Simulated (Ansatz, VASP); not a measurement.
# SnSe in two plane-wave programs, part 2 of 2

Wanted: the spread between two codes on one cell, functional and k mesh. The cell is taken from a series of runs on this material, whose earlier steps may have relaxed, scaled, displaced or heated it; both programs get it as it stands.

VASP 6.6.1 and Ansatz 0.2.0.

So far: The starting structure; Ansatz: relaxation of cell and atoms, PBE with D3(BJ).

## 3. VASP: relaxation of cell and atoms, PBE with D3(BJ)

Level of this step: PBE with D3(BJ); plane waves and PAW (Sn_d, Se) (VASP).

The same cell, functional, mesh and smearing now go to VASP, with its own data sets.

Lines of VASP's logs that name or quote its potential files are left out, and so is its time.

INCAR reads:

```
SYSTEM = SnSe
PREC = Accurate
ENCUT = 500
EDIFF = 1E-07
NELM = 120
ISMEAR = -1
SIGMA = 0.02
LREAL = .FALSE.
ALGO = Normal
GGA = PE
IVDW = 12
NBANDS = 49
LORBIT = 11
LWAVE = .FALSE.
LCHARG = .FALSE.
ISIF = 3
IBRION = 2
NSW = 80
EDIFFG = -0.005
LASPH = .TRUE.
GGA_COMPAT = .FALSE.
NELMIN = 4
EFERMI = MIDGAP
KPAR = 2
```

POSCAR reads:

```
SnSe
1.0
   11.5010000000      0.0000000000      0.0000000000
    0.0000000000      4.1530000000      0.0000000000
    0.0000000000      0.0000000000      4.4460000000
Sn Se
4 4
Direct
    0.6180623424      0.7500000000      0.3973983356
    0.8819376576      0.2500000000      0.8973983356
    0.3819376576      0.2500000000      0.6026016644
    0.1180623424      0.7500000000      0.1026016644
    0.1433580558      0.2500000000      0.5232105263
    0.6433580558      0.2500000000      0.9767894737
    0.3566419442      0.7500000000      0.0232105263
    0.8566419442      0.7500000000      0.4767894737
```

KPOINTS reads:

```
Automatic mesh
0
Gamma
2 6 6
0 0 0
```

The projector-augmented-wave data sets are Sn_d and Se (PBE family, release 64).

Run with:

```
mpirun -np 2 vasp_std
```

Numbers of over 12 decimals in the logs are rounded to 6 here.

The program printed:

```text
[banner, memory and clock lines left out]
running    2 mpi-ranks, on    1 nodes
 distrk:  each k-point on    1 cores,    2 groups
 distr:  one band on    1 cores,    1 groups

 POSCAR found type information on POSCAR SnSe
 POSCAR found :  2 types and       8 ions
 LDA part: xc-table for (Slater+PW92), standard interpolation
 POSCAR, INCAR and KPOINTS ok, starting setup
 FFT: planning ... GRIDC
 FFT: planning ... GRID_SOFT
 FFT: planning ... GRID
 WAVECAR not read
 entering main loop
       N       E                     dE             d eps       ncg     rms          rms(c)
DAV:   1     0.869874167264E+03    0.86987E+03   -0.36028E+04  3322   0.205E+03
DAV:   2     0.116673088496E+03   -0.75320E+03   -0.73155E+03  3152   0.595E+02
DAV:   3    -0.231644849100E+02   -0.13984E+03   -0.13333E+03  3721   0.203E+02
DAV:   4    -0.331727014793E+02   -0.10008E+02   -0.98294E+01  3699   0.541E+01
DAV:   5    -0.335086922601E+02   -0.33599E+00   -0.33492E+00  3736   0.106E+01    0.644E+00
DAV:   6    -0.327825238947E+02    0.72617E+00   -0.13623E+00  4287   0.579E+00    0.402E+00
DAV:   7    -0.327770710575E+02    0.54528E-02   -0.58302E-01  4128   0.267E+00    0.152E+00
DAV:   8    -0.327742313711E+02    0.28397E-02   -0.61706E-02  4054   0.157E+00    0.335E-01
DAV:   9    -0.327744064226E+02   -0.17505E-03   -0.81219E-03  3964   0.591E-01    0.107E-01
DAV:  10    -0.327745070830E+02   -0.10066E-03   -0.84480E-04  3867   0.145E-01    0.588E-02
DAV:  11    -0.327745716472E+02   -0.64564E-04   -0.27350E-04  4110   0.937E-02    0.209E-02
DAV:  12    -0.327745570602E+02    0.14587E-04   -0.40377E-05  3933   0.345E-02    0.777E-03
DAV:  13    -0.327745575067E+02   -0.44653E-06   -0.67954E-06  3827   0.948E-03    0.205E-03
DAV:  14    -0.327745575485E+02   -0.41751E-07   -0.30848E-07  2850   0.349E-03
   1 F= -.35689329E+02 E0= -.35689329E+02  d E =-.356893E+02
[... from here on, the cycles between the ionic steps are left out ...]
   2 F= -.35690595E+02 E0= -.35690595E+02  d E =-.126609E-02
   3 F= -.35690806E+02 E0= -.35690805E+02  d E =-.147695E-02
  22 F= -.35693951E+02 E0= -.35693951E+02  d E =-.730749E-04
  23 F= -.35694100E+02 E0= -.35694100E+02  d E =-.222485E-03
  24 F= -.35694092E+02 E0= -.35694092E+02  d E =-.214586E-03
  25 F= -.35694146E+02 E0= -.35694146E+02  d E =-.268705E-03
  26 F= -.35694177E+02 E0= -.35694177E+02  d E =-.307151E-04
  27 F= -.35694177E+02 E0= -.35694177E+02  d E =-.309078E-04
  28 F= -.35694204E+02 E0= -.35694204E+02  d E =-.272156E-04
  29 F= -.35694244E+02 E0= -.35694244E+02  d E =-.670480E-04
  30 F= -.35694255E+02 E0= -.35694255E+02  d E =-.107147E-04
 ZBRENT: can't locate minimum, use default step
 trial-energy change:   -0.000011  1 .order   -0.000010   -0.000011   -0.000009
 step:   0.8102(harm=  1.1647)  dis= 0.00146  next Energy=   -35.694277 (dE=-0.323E-04)
 bond charge predicted
       N       E                     dE             d eps       ncg     rms          rms(c)
DAV:   1    -0.327559352585E+02   -0.67066E-03   -0.31032E-02  3408   0.783E-01    0.541E-02
DAV:   2    -0.327560377126E+02   -0.10245E-03   -0.13163E-03  3923   0.206E-01    0.227E-02
DAV:   3    -0.327560335239E+02    0.41887E-05   -0.61800E-05  4138   0.448E-02    0.171E-02
DAV:   4    -0.327560295206E+02    0.40033E-05   -0.11460E-05  4061   0.299E-02    0.446E-03
DAV:   5    -0.327560288461E+02    0.67458E-06   -0.14908E-06  3629   0.757E-03    0.171E-03
DAV:   6    -0.327560284257E+02    0.42041E-06   -0.12345E-07  1794   0.248E-03    0.605E-04
DAV:   7    -0.327560283426E+02    0.83035E-07   -0.36364E-08  1675   0.161E-03
  31 F= -.35694276E+02 E0= -.35694276E+02  d E =-.318843E-04
 curvature:  -5.56 expect dE=-0.389E-04 dE for cont linesearch -0.363E-05
 trial: gam=-0.19340 g(F)=  0.119E-05 g(S)=  0.581E-05 ort = 0.200E-04 (trialstep = 0.324E+00)
 search vector abs. value=  0.222E-04
 reached required accuracy - stopping structural energy minimisation
```

OUTCAR, selected parts (step 3):

```text
ion  position               nearest neighbor table
   1  0.618  0.750  0.397-   8 2.77   6 2.81   6 2.81   3 3.54   3 3.54
   2  0.882  0.250  0.897-   6 2.77   8 2.81   8 2.81   4 3.54   4 3.54
   3  0.382  0.250  0.603-   5 2.77   7 2.81   7 2.81   1 3.54   1 3.54
   4  0.118  0.750  0.103-   7 2.77   5 2.81   5 2.81   2 3.54   2 3.54
   5  0.143  0.250  0.523-   3 2.77   4 2.81   4 2.81
   6  0.643  0.250  0.977-   2 2.77   1 2.81   1 2.81
   7  0.357  0.750  0.023-   4 2.77   3 2.81   3 2.81
   8  0.857  0.750  0.477-   1 2.77   2 2.81   2 2.81

  LATTYP: Found a simple orthorhombic cell.
 ALAT       =     4.1530000000
 B/A-ratio  =     1.0705514086
 C/A-ratio  =     2.7693233807

 Subroutine GETGRP returns: Found  8 space group operations
 (whereof  2 operations were pure point group operations)

The static configuration has the point symmetry S_2 .
 The point group associated with its full space group is D_2h.

 Found     32 irreducible k-points:

   k-points           NKPTS =     32   k-points in BZ     NKDIM =     32   number of bands    NBANDS=     49

   dimension x,y,z NGX =    84 NGY =   30 NGZ =   32
   dimension x,y,z NGXF=   168 NGYF=   60 NGZF=   64

   ENCUT  =  500.0 eV  36.75 Ry    6.06 a.u.  20.97  7.57  8.11*2*pi/ulx,y,z

   NELECT =      80.0000    total number of electrons

 k-points in reciprocal lattice and weights: Automatic mesh
   0.00000000  0.00000000  0.00000000       0.014
   0.50000000  0.00000000  0.00000000       0.014
   0.00000000  0.16666667  0.00000000       0.028
   0.50000000  0.16666667  0.00000000       0.028
   0.00000000  0.33333333  0.00000000       0.028
   0.50000000  0.33333333  0.00000000       0.028
   0.00000000  0.50000000  0.00000000       0.014
   0.50000000  0.50000000  0.00000000       0.014
   0.00000000  0.00000000  0.16666667       0.028
[...]
0.00000000  0.50000000  0.50000000       0.014
   0.50000000  0.50000000  0.50000000       0.014

 Edisp (eV)   -2.93899

 average (electrostatic) potential at core
       1-101.3688       2-101.3688       3-101.3688       4-101.3688       5 -52.5047
       6 -52.5047       7 -52.5047       8 -52.5047

 E-fermi :   5.8602

 k-point     1 :       0.0000    0.0000    0.0000
  band No.  band energies     occupation
    ...
     36       3.7513      2.00000
     37       3.9702      2.00000
     38       4.2611      2.00000
     39       4.9162      2.00000
     40       5.0477      2.00000
     41       6.1424      0.00000
     42       8.6166      0.00000
     43       8.7567      0.00000
     44       8.7656      0.00000
     45       8.9940      0.00000
    ...

 k-point     2 :       0.5000    0.0000    0.0000
  band No.  band energies     occupation
    ...
     36       3.4632      2.00000
     37       3.6831      2.00000
     38       3.6831      2.00000
     39       5.0342      2.00000
     40       5.0342      2.00000
     41       8.1491      0.00000
     42       8.1491      0.00000
     43       8.3986      0.00000
     44       8.3986      0.00000
     45       9.4254      0.00000
    ...

 k-point     3 :       0.0000    0.1667    0.0000
  band No.  band energies     occupation
    ...
     36       3.8542      2.00000
     37       4.0513      2.00000
     38       4.7727      2.00000
     39       4.8948      2.00000
     40       4.9294      2.00000
     41       6.3662      0.00000
     42       7.5381      0.00000
     43       8.5047      0.00000
     44       8.7455      0.00000
     45       8.7644      0.00000
    ...

 Edisp (eV)   -2.93825

  Total       0.02146     0.00648     0.02147     0.00000    -0.00000     0.00000
  in kB       0.16322     0.04930     0.16330     0.00000    -0.00000     0.00000
  external pressure =        0.13 kB  Pullay stress =        0.00 kB

  energy-cutoff  :      500.00
  volume of cell :      210.65
      direct lattice vectors                 reciprocal lattice vectors
    11.537377786  0.000000000  0.000000000     0.086674808  0.000000000  0.000000000
     0.000000000  4.176818283  0.000000000     0.000000000  0.239416688 -0.000000000
     0.000000000  0.000000000  4.371293130     0.000000000 -0.000000000  0.228765258

 POSITION                                       TOTAL-FORCE (eV/Angst)
 -----------------------------------------------------------------------------------
      7.13799      3.13261      1.78477        -0.000615      0.000000      0.000901
     10.16808      1.04420      3.97041         0.000615      0.000000      0.000901
      4.39939      1.04420      2.58653         0.000615     -0.000000     -0.000901
      1.36930      3.13261      0.40088        -0.000615     -0.000000     -0.000901
      1.65119      1.04420      2.27877         0.002224     -0.000000     -0.000117
      7.41987      1.04420      4.27817         0.002224      0.000000      0.000117
      4.11750      3.13261      0.09313        -0.002224     -0.000000     -0.000117
      9.88619      3.13261      2.09252        -0.002224      0.000000      0.000117
 -----------------------------------------------------------------------------------
    total drift:                                0.000000      0.000000      0.000000

  FREE ENERGIE OF THE ION-ELECTRON SYSTEM (eV)
  ---------------------------------------------------
  free  energy   TOTEN  =       -35.6942761567 eV

  energy  without entropy=      -35.6942759111  energy(sigma->0) =      -35.69427603

 reached required accuracy - stopping structural energy minimisation

 total charge
# of ion       s       p       d       tot
------------------------------------------
    1        1.350   0.741   9.996  12.087
    2        1.350   0.741   9.996  12.087
    3        1.350   0.741   9.996  12.087
    4        1.350   0.741   9.996  12.087
    5        1.473   2.325   0.025   3.823
    6        1.473   2.325   0.025   3.823
    7        1.473   2.325   0.025   3.823
    8        1.473   2.325   0.025   3.823
--------------------------------------------------
tot         11.291  12.263  40.085  63.639

[... 3 further parts left out ...]
```

The run keeps the 8 symmetry operations of its start, so it cannot find a distortion of lower symmetry.

## 4. Differences

Known differences besides the potentials themselves: the data sets hold 120 valence electrons in Ansatz (on its default PAW (the set named soft_2) files) and 80 in VASP; the cutoff is 420 eV in Ansatz and 500 eV in VASP; Ansatz adds a Pulay correction to the stress that steers its cell, VASP none. Total energies have different zeros and are not compared.

Compared:

```
                                         quantity  Ansatz    VASP  difference
                                      volume (Å³)  210.70  210.65     +0.03 %
edge a after relaxation, in the typed setting (Å)  11.535  11.537     -0.02 %
edge b after relaxation, in the typed setting (Å)   4.173   4.177     -0.10 %
edge c after relaxation, in the typed setting (Å)   4.378   4.371     +0.15 %
```

## 5. Outcome

```yaml
difference_in_edge_c_after_relaxation_in_the_typed_setting_relaxation_of_cell_and_atoms_pbe_with_d3_bj: 0.15 %
```

In words: The difference in edge c after relaxation, in the typed setting is 0.15 % (relaxation of cell and atoms, PBE with D3(BJ)), within the 1.2 % picked in this series as the mark of a large difference, as far as the stopping tolerances let one tell. The data sets hold unlike numbers of valence electrons (120 in Ansatz and 80 in VASP), so part of the differences comes from the potentials. How closely two codes agree says nothing of how well the functional describes the real material.

[Lines on the potential files, build, host, timing and source positions are cut from VASP's logs without a mark.]

[Logs are printed without paths, hosts, clocks, repeated set-up lines and the standing remarks that a program may print on its own settings, such as how far it seeks lower states.]

[Hosts, paths, dates, database ids (printed as entryN), source tags and the programs' standing remarks are cut or masked in the printed files.]
